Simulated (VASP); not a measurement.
# Driving VASP from ASE on WS2 (Tungstenite)

Do ASE scripts that read WS2 (Tungstenite) from different structure formats give one answer, and do several routes find one equilibrium volume? All runs use LDA. Left out of this account: at least 1 further run (fields: a reference on another mesh). The start is a cell from a database of measured crystal structures.

Program: VASP 6.6.1. Level of theory: LDA; plane waves and PAW (W, S). Results are calculated unless marked as measured.

This is a report of a sequence of runs, with most program output left out.

### Step 1. The starting structure

The structure is trigonal, space group R3m (No. 160). The conventional cell has a = 3.158 Å, b = 3.158 Å, c = 18.490 Å, α = 90.00°, β = 90.00°, γ = 120.00°. Nearest to W lie 6 S at 2.39 to 2.42 Å. Nearest to S lie 3 W at 2.39 Å. Nearest to S lie 3 W at 2.42 Å. Farther neighbours and most contacts between anions are not listed.

### Step 2. A single point (LDA, through ASE)

A single point through ASE, with the structure read from a POSCAR.

run.py reads:

```python
import numpy as np
from ase.calculators.vasp import Vasp
from ase.io import read
from ase.dft.bandgap import bandgap

atoms = read('structure.vasp')

calc = Vasp(
    xc='lda',
    pp='LDA',
    prec='Accurate',
    encut=400,
    ediff=1e-06,
    nelm=100,
    ismear=-1,
    sigma=0.05,
    lreal=False,
    algo='Normal',
    nbands=15,
    lasph=True,
    lorbit=11,
    lwave=False,
    lcharg=False,
    kpar=4,
    isif=2,
    pp_version='64',
    setups={'W': '', 'S': ''},
    kpts=(9, 9, 9),
    gamma=True,
    txt='vasp.out',
)
atoms.calc = calc

print("energy (eV):", round(atoms.get_potential_energy(), 6))
print("Fermi level (eV):", round(calc.get_fermi_level(), 4))
print("forces (eV/A):")
print(np.round(atoms.get_forces(), 4))
print("stress (GPa, Voigt, tension positive):", np.round(atoms.get_stress() * 160.21766, 3))
gap, p1, p2 = bandgap(calc, direct=False)
print("gap on the mesh (eV):", round(gap, 4))
```

structure.vasp reads:

```
WS2
1.0
    3.1580000000      0.0000000000      0.0000000000
   -1.5790000000     -2.7349082252      0.0000000000
    0.0000000000      1.8232721501     -6.1633333333
W S
1 2
Direct
    0.0000000000      0.0000000000      0.0000000000
    0.7503000000      0.5006000000      0.2509000000
    0.5810000000      0.1620000000      0.7430000000
```

The projector-augmented-wave data sets are W and S (LDA family, release 64).

Launch:

```console
export ASE_VASP_COMMAND="mpirun -np 4 vasp_std"
python run.py
```

It took 30 s on 4 MPI ranks of AMD EPYC 7R43, shared host; peak memory 0.55 GiB.

The gap is read on the k-mesh alone, so it is an upper bound where the band edges lie off the mesh, and a coarse mesh can show a gap where there is none. At this level the cell is under a tension of 3.9 GPa, so at these settings it is away from equilibrium. The data set W keeps the semicore shell frozen, which is cheaper and a little less accurate.

Numbers from this step:

| Item | Value |
| --- | --- |
| SCF cycles | 14 |
| electrons | 18 |
| bands | 15 |
| irreducible k-points | 85 |
| symmetry operations | 6 |
| free energy (TOTEN) | -26.32 eV |
| Fermi energy | 6.752 eV |
| pressure | -3.876 GPa |
| metallic, judged on the points sampled | no |
| valence top at k | 0, 0, 0.4444 |
| conduction bottom at k | -0.3333, 0.1111, 0 |
| least direct gap at k | 0.3333, 0.3333, 0.1111 |
| gap on the k-mesh | 1.084 eV |
| least direct gap on the k-mesh | 1.885 eV |

Force by atom:

| atom | x (eV/Å) | y (eV/Å) | z (eV/Å) | size |
| --- | --- | --- | --- | --- |
| W1 | 0.000 | 0.000 | 0.589 | 0.589 |
| S2 | 0.000 | 0.000 | -0.013 | 0.013 |
| S3 | 0.000 | 0.000 | -0.576 | 0.576 |

The pressure is -3.88 GPa and the largest force 0.589 eV/Å, so the cell is not at a minimum at these settings.

### Step 3. Self-consistent run (LDA, through ASE)

System of this step: WS2 (Tungstenite). Symmetry: R3m, No. 160, trigonal system. Conventional cell: a = 3.158 Å, b = 3.158 Å, c = 18.490 Å, α = 90.00°, β = 90.00°, γ = 120.00°. Nearest to W lie 6 S at 2.39 to 2.42 Å. Nearest to S lie 3 W at 2.39 Å. S has 3 W at 2.42 Å nearest. Farther neighbours and most contacts between anions are not listed.

The single point through ASE, with the structure read from a CIF with its space group. The file expands to the conventional cell of 9 atoms, on a 7×7×1 mesh.

Changes to run.py since step 2:

```diff
@@ -5,3 +5,3 @@
 
-atoms = read('structure.vasp')
+atoms = read('WS2.cif')
 
@@ -18,3 +18,3 @@
     algo='Normal',
-    nbands=15,
+    nbands=36,
     lasph=True,
@@ -27,3 +27,3 @@
     setups={'W': '', 'S': ''},
-    kpts=(9, 9, 9),
+    kpts=(7, 7, 1),
     gamma=True,
```

WS2.cif reads:

```cif
data_WS2
_cell_length_a 3.15800000
_cell_length_b 3.15800000
_cell_length_c 18.49000000
_cell_angle_alpha 90.00000000
_cell_angle_beta 90.00000000
_cell_angle_gamma 120.00000000
_space_group_name_H-M_alt 'R3m'
_space_group_name_Hall 'R 3 -2"'
_space_group_IT_number 160
loop_
_space_group_symop_operation_xyz
'x,y,z'
'-y,x-y,z'
'-x+y,-x,z'
'-y,-x,z'
'-x+y,y,z'
'x,x-y,z'
'x+2/3,y+1/3,z+1/3'
'-y+2/3,x-y+1/3,z+1/3'
'-x+y+2/3,-x+1/3,z+1/3'
'-y+2/3,-x+1/3,z+1/3'
'-x+y+2/3,y+1/3,z+1/3'
'x+2/3,x-y+1/3,z+1/3'
'x+1/3,y+2/3,z+2/3'
'-y+1/3,x-y+2/3,z+2/3'
'-x+y+1/3,-x+2/3,z+2/3'
'-y+1/3,-x+2/3,z+2/3'
'-x+y+1/3,y+2/3,z+2/3'
'x+1/3,x-y+2/3,z+2/3'
loop_
_atom_site_label
_atom_site_type_symbol
_atom_site_symmetry_multiplicity
_atom_site_Wyckoff_symbol
_atom_site_fract_x
_atom_site_fract_y
_atom_site_fract_z
_atom_site_occupancy
W1 W 3 a 0.0000000000 0.0000000000 0.0000000000 1
S1 S 3 a 0.6666666667 0.3333333333 0.0836333333 1
S2 S 3 a 0.3333333333 0.6666666667 0.2476666667 1
```

Wall time 22 s (4 MPI ranks); peak memory 0.69 GiB.

A gap read on the k-mesh alone can miss the band edges.

Numbers from this step:

```
SCF cycles                     : 15
electrons                      : 54
bands                          : 36
irreducible k-points           : 8
free energy (TOTEN)            : -78.9507 eV
Fermi energy                   : 6.716 eV
pressure                       : -3.875 GPa
valence top at k               : 0, 0, 0
conduction bottom at k         : 0.1429, 0.1429, 0
least direct gap at k          : 0.1429, 0, 0
gap on the k-mesh              : 1.198 eV
least direct gap on the k-mesh : 2.292 eV
```

Force by atom:

| atom | x (eV/Å) | y (eV/Å) | z (eV/Å) | size |
| --- | --- | --- | --- | --- |
| W1 | 0.000 | 0.000 | -0.590 | 0.590 |
| W2 | 0.000 | 0.000 | -0.590 | 0.590 |
| W3 | 0.000 | 0.000 | -0.590 | 0.590 |
| S4 | 0.000 | 0.000 | 0.012 | 0.012 |
| S5 | 0.000 | 0.000 | 0.012 | 0.012 |
| S6 | 0.000 | 0.000 | 0.012 | 0.012 |
| S7 | 0.000 | 0.000 | 0.578 | 0.578 |
| S8 | 0.000 | 0.000 | 0.578 | 0.578 |
| S9 | 0.000 | 0.000 | 0.578 | 0.578 |

The energy lies -0.16 meV an atom from the first script, since this cell and mesh sample the zone at other points.

### Step 4. Full relaxation (LDA, through ASE)

System of this step: WS2 (Tungstenite). It takes space group R3m (No. 160, trigonal). The conventional cell has a = 3.158 Å, b = 3.158 Å, c = 18.490 Å, α = 90.00°, β = 90.00°, γ = 120.00°. W has 6 S at 2.39 to 2.42 Å nearest. Nearest to S lie 3 W at 2.39 Å. S has 3 W at 2.42 Å nearest. Farther neighbours and most contacts between anions are not listed.

The start need not lie at this functional's minimum. ISIF = 3 frees volume, shape and positions, and EDIFFG sets the threshold on forces and stress at which the search stops.

run.py reads:

```python
import numpy as np
from ase.calculators.vasp import Vasp
from ase import Atoms

atoms = Atoms(['W', 'S', 'S'],
              cell=[[3.158, 0.0, 0.0], [-1.579, -2.73490823, 0.0], [0.0, 1.82327215, -6.16333333]],
              scaled_positions=[[0.0, 0.0, 0.0], [0.7503, 0.5006, 0.2509], [0.581, 0.162, 0.743]],
              pbc=True)

calc = Vasp(
    xc='lda',
    pp='LDA',
    prec='Accurate',
    encut=400,
    ediff=1e-06,
    nelm=100,
    ismear=-1,
    sigma=0.05,
    lreal=False,
    algo='Normal',
    nbands=15,
    lasph=True,
    lorbit=11,
    lwave=False,
    lcharg=False,
    kpar=4,
    ibrion=2,
    nsw=60,
    isif=3,
    ediffg=-0.01,
    pp_version='64',
    setups={'W': '', 'S': ''},
    kpts=(9, 9, 9),
    gamma=True,
    txt='vasp.out',
)
atoms.calc = calc

print("energy (eV):", round(atoms.get_potential_energy(), 6))
print("Fermi level (eV):", round(calc.get_fermi_level(), 4))
print("forces (eV/A):")
print(np.round(atoms.get_forces(), 4))
print("stress (GPa, Voigt, tension positive):", np.round(atoms.get_stress() * 160.21766, 3))
print("cell (A, degrees):", np.round(atoms.cell.cellpar(), 4))
print("volume (A^3):", round(atoms.get_volume(), 4))
print("positions:")
print(np.round(atoms.get_scaled_positions(), 5))
```

Elapsed: 2.6 min, on 4 MPI ranks; peak memory 0.64 GiB; 10 min of CPU time.

The bonds form layers, held to each other by dispersion, which LDA lacks; its overbinding stands in for it by accident. The run keeps the 6 symmetry operations of its start, so it cannot find a distortion of lower symmetry.

The steps of the relaxation:

| step | energy less that of the first step (eV) | largest force (eV/Å) | pressure (GPa) | volume (Å³) |
| --- | --- | --- | --- | --- |
| 1 | 0.0000 | 0.5890 | -3.88 | 53.23 |
| 2 | 0.0681 | 1.6990 | 9.95 | 49.99 |
| 3 | -0.0188 | 0.2495 | 0.08 | 52.16 |
| 4 | -0.0188 | 0.2543 | 0.18 | 52.14 |
| 5 | -0.0196 | 0.2658 | -0.44 | 52.09 |
| 6 | -0.0205 | 0.0994 | -0.20 | 52.11 |
| 7 | -0.0209 | 0.0282 | -0.11 | 51.97 |
| 8 | -0.0209 | 0.0277 | -0.08 | 51.98 |
| 9 | -0.0211 | 0.0409 | 0.05 | 51.89 |
| 10 | -0.0214 | 0.0816 | 0.51 | 51.62 |
| 11 | -0.0214 | 0.0779 | 0.47 | 51.61 |
| 12 | -0.0216 | 0.0715 | 0.45 | 51.58 |
| 13 | -0.0218 | 0.0602 | 0.36 | 51.53 |
| 14 | -0.0221 | 0.0375 | 0.17 | 51.42 |
| 15 | -0.0221 | 0.0506 | -0.18 | 51.20 |
| 16 | -0.0222 | 0.0332 | 0.00 | 51.30 |
| 17 | -0.0222 | 0.0324 | 0.02 | 51.31 |
| 18 | -0.0222 | 0.0280 | 0.09 | 51.36 |
| 19 | -0.0222 | 0.0312 | 0.02 | 51.32 |
| 20 | -0.0222 | 0.0174 | 0.02 | 51.32 |
| 21 | -0.0222 | 0.0009 | 0.00 | 51.33 |

| conventional cell, symmetrised | before | after | change |
| --- | --- | --- | --- |
| a (Å) | 3.158 | 3.128 | -0.9 % |
| b (Å) | 3.158 | 3.128 | -0.9 % |
| c (Å) | 18.490 | 18.170 | -1.7 % |
| volume (Å³/atom) | 17.74 | 17.11 | -3.6 % |

The atoms that moved most (Å, as changes of fractional coordinates times the final cell):

| atom | dx | dy | dz | length |
| --- | --- | --- | --- | --- |
| S2 | 0.000 | 0.000 | -0.029 | 0.029 |
| S3 | 0.000 | 0.000 | 0.017 | 0.017 |
| W1 | 0.000 | 0.000 | 0.012 | 0.012 |

Final coordinates:

```xyz
3
Lattice="3.1281 0.0000 0.0000 -1.5640 -2.7090 0.0000 0.0000 1.8060 -6.0568" Properties=species:S:1:pos:R:3 pbc="T T T"
W     0.0000    0.0000    0.0119
S     1.5640   -0.9030   -1.5484
S     1.5640    0.9030   -4.4834
```

Numbers from this step:

| Quantity | Value |
| --- | --- |
| electrons | 18 |
| bands | 15 |
| irreducible k-points | 85 |
| free energy (TOTEN) | -26.34 eV |
| Fermi energy | 7.198 eV |
| pressure | 0.003778 GPa |
| valence top at k | 0, 0, 0.4444 |
| conduction bottom at k | -0.3333, 0.1111, 0 |
| least direct gap at k | 0.3333, 0.3333, 0.1111 |
| SCF cycles over all ionic steps | 115 |
| gap on the k-mesh | 1.025 eV |
| least direct gap on the k-mesh | 1.983 eV |

It ends with a largest force of 0.001 eV/Å and a pressure of 0.00 GPa.

### Step 5. Equation of state by an ASE loop (LDA)

An ASE loop scales the volume at fixed shape and fractional positions and fits the energies, which gives the bulk modulus of a clamped cell from energies alone.

run.py reads:

```python
import numpy as np
from ase.calculators.vasp import Vasp
from ase.io import read
from ase.eos import EquationOfState
from ase.units import GPa

atoms = read('structure.vasp')

calc = Vasp(
    xc='lda',
    pp='LDA',
    prec='Accurate',
    encut=400,
    ediff=1e-06,
    nelm=100,
    ismear=-1,
    sigma=0.05,
    lreal=False,
    algo='Normal',
    nbands=15,
    lasph=True,
    lorbit=11,
    lwave=False,
    lcharg=False,
    kpar=4,
    isif=2,
    pp_version='64',
    setups={'W': '', 'S': ''},
    kpts=(9, 9, 9),
    gamma=True,
    txt='vasp.out',
)
atoms.calc = calc

cell, volumes, energies = atoms.get_cell(), [], []
for x in [0.94, 0.96, 0.98, 1.0, 1.02, 1.04, 1.06]:
    atoms.set_cell(cell * x ** (1 / 3), scale_atoms=True)
    volumes.append(atoms.get_volume())
    energies.append(atoms.get_potential_energy())
    print(f"{x:.2f}  V = {volumes[-1]:.4f} A^3  E = {energies[-1]:.6f} eV")
v0, e0, b0 = EquationOfState(volumes, energies, eos="birchmurnaghan").fit()
print(f"V0 = {v0:.4f} A^3  E0 = {e0:.6f} eV  B0 = {b0 / GPa:.2f} GPa")
```

structure.vasp is that of step 2.

It took 1.9 min on 4 MPI ranks; peak memory 0.56 GiB; 7.3 min of CPU time.

Numbers from this step:

```yaml
bulk_modulus: 182.8 GPa
equilibrium_volume_of_the_fit: 17.36 Å³/atom
```

The fit over cells of fixed shape and fractional positions puts the volume +1.46 % from the relaxed one.

### Step 6. BFGS in ASE (LDA)

Here ASE drives the relaxation and calls VASP for forces and stress at each step.

run.py reads:

```python
import numpy as np
from ase.calculators.vasp import Vasp
from ase import Atoms
from ase.optimize import BFGS
from ase.filters import FrechetCellFilter

atoms = Atoms(['W', 'S', 'S'],
              cell=[[3.158, 0.0, 0.0], [-1.579, -2.73490823, 0.0], [0.0, 1.82327215, -6.16333333]],
              scaled_positions=[[0.0, 0.0, 0.0], [0.7503, 0.5006, 0.2509], [0.581, 0.162, 0.743]],
              pbc=True)

calc = Vasp(
    xc='lda',
    pp='LDA',
    prec='Accurate',
    encut=400,
    ediff=1e-06,
    nelm=100,
    ismear=-1,
    sigma=0.05,
    lreal=False,
    algo='Normal',
    nbands=15,
    lasph=True,
    lorbit=11,
    lwave=False,
    lcharg=False,
    kpar=4,
    isif=2,
    pp_version='64',
    setups={'W': '', 'S': ''},
    kpts=(9, 9, 9),
    gamma=True,
    txt='vasp.out',
)
atoms.calc = calc

BFGS(FrechetCellFilter(atoms)).run(fmax=0.02, steps=30)
print("cell (A, degrees):", np.round(atoms.cell.cellpar(), 4))
print("volume (A^3):", round(atoms.get_volume(), 4))
print("energy (eV):", round(atoms.get_potential_energy(), 6))
print("Fermi level (eV):", round(calc.get_fermi_level(), 4))
print("forces (eV/A):")
print(np.round(atoms.get_forces(), 4))
print("stress (GPa, Voigt, tension positive):", np.round(atoms.get_stress() * 160.21766, 3))
```

Run time: 4.1 min. Hardware: 4 MPI ranks; peak memory 0.49 GiB.

This step gave:

```
optimizer steps   : 12
volume after bfgs : 17.09 Å³/atom
```

### Step 7. Side by side

| run | atoms | mesh | energy (eV/atom) | pressure (GPa) |
| --- | --- | --- | --- | --- |
| ASE, structure read from a POSCAR | 3 | 9×9×9 | -8.77214 | -3.876 |
| ASE, structure read from a CIF with its space group | 9 | 7×7×1 | -8.77230 | -3.875 |

### Step 8. Total energy, forces and stress (LDA, through ASE) with a changed input

A single point gives energy, forces and stress at these settings. Some settings are moved from the usual, to see what they do.

Changes to run.py since step 6:

```diff
@@ -3,4 +3,3 @@
 from ase import Atoms
-from ase.optimize import BFGS
-from ase.filters import FrechetCellFilter
+from ase.dft.bandgap import bandgap
 
@@ -31,4 +30,4 @@
     setups={'W': '', 'S': ''},
-    kpts=(9, 9, 9),
-    gamma=True,
+    kpts=(6, 6, 6),
+    gamma=False,
     txt='vasp.out',
@@ -37,5 +36,2 @@
 
-BFGS(FrechetCellFilter(atoms)).run(fmax=0.02, steps=30)
-print("cell (A, degrees):", np.round(atoms.cell.cellpar(), 4))
-print("volume (A^3):", round(atoms.get_volume(), 4))
 print("energy (eV):", round(atoms.get_potential_energy(), 6))
@@ -45 +41,3 @@
 print("stress (GPa, Voigt, tension positive):", np.round(atoms.get_stress() * 160.21766, 3))
+gap, p1, p2 = bandgap(calc, direct=False)
+print("gap on the mesh (eV):", round(gap, 4))
```

Elapsed: 19 s, on 4 MPI ranks; peak memory 0.51 GiB; 70 s of CPU time.

The run converged; its settings lie outside those of the reference runs, so its numbers are set aside.

Settings moved from the usual: shifted = True and k-mesh = 6×6×6.

### Step 9. Summary of results

| Property | Result |
| --- | --- |
| energy, ASE, structure read from a POSCAR | -8.77214 eV/atom |
| energy, ASE, structure read from a CIF with its space group | -8.77230 eV/atom |
| volume from VASP's own relaxation | 17.11 Å³/atom |
| volume from the fit of the ASE volume loop | 17.36 Å³/atom |
| volume from BFGS in ASE | 17.09 Å³/atom |

What this shows: With the structure read from a CIF with its space group, ASE's run differs from the first script by -0.2 meV an atom, on the larger cell and its own mesh. The routes to the equilibrium volume differ by up to 1.54 %. A relaxation follows the stress, which carries a basis-set error, while a volume loop fits energies; every loop stops at a tolerance; VASP's relaxation keeps the plane waves of its start, while ASE starts VASP afresh at each cell, and a loop at fixed shape can't relax anything but the volume. The bonds form layers, and without a dispersion term the spacing between them, and what depends on it, is unreliable.

[Lines on the potential files, build, host, timing and source positions are cut from VASP's logs without a mark.]

[Logs are printed without paths, hosts, clocks, repeated set-up lines and the standing remarks that a program may print on its own settings, such as how far it seeks lower states.]

[Hosts, paths, dates, database ids (printed as entryN), source tags and the programs' standing remarks are cut or masked in the printed files.]

[A measured line is paired with the nearest computed mode of its activity, which favours agreement.]

[In band tables of VASP the shares of atoms and orbitals are scaled to a sum of 1 inside the atoms' spheres.]
